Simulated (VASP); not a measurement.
Here is the system:

```
CELL_PARAMETERS angstrom
      0.00000     1.95272     1.95272
      1.95272     0.00000     1.95272
      1.95272     1.95272     0.00000
ATOMIC_POSITIONS crystal
  Li 0.00000 0.00000 0.00000
  F  0.50000 0.50000 0.50000
```

These are LDA (Ceperley-Alder, Perdew-Zunger), VASP's LDA PAW potentials (set 64) (plane waves; VASP 6.6.1) values and carry that method's errors. Settings: 650 eV cut-off, 10×10×10 Γ-centred mesh, Gaussian smearing of 0.050 eV, potentials Li_sv F.

Q: Give the elastic stiffness tensor with the ions relaxed (GPa, in the frame of the cell).

A: 
```tsv
	xx	yy	zz	yz	xz	xy
xx	162	50.0	50.0	0.0	0.0	0.0
yy	50.0	162	50.0	0.0	0.0	0.0
zz	50.0	50.0	162	0.0	0.0	0.0
yz	0.0	0.0	0.0	69.4	0.0	0.0
xz	0.0	0.0	0.0	0.0	69.4	0.0
xy	0.0	0.0	0.0	0.0	0.0	69.4
```

Q: Estimate the Hill bulk modulus, Hill shear modulus, Young's modulus, Poisson's ratio.

A: 
| Quantity | Value |
|---|---|
| Hill bulk modulus | 87.5 GPa |
| Hill shear modulus | 63.8 GPa |
| Young's modulus | 154 GPa |
| Poisson's ratio | 0.207 |

The compound is LiF in the rock salt structure. It was relaxed first, which changed the volume by -9 %.
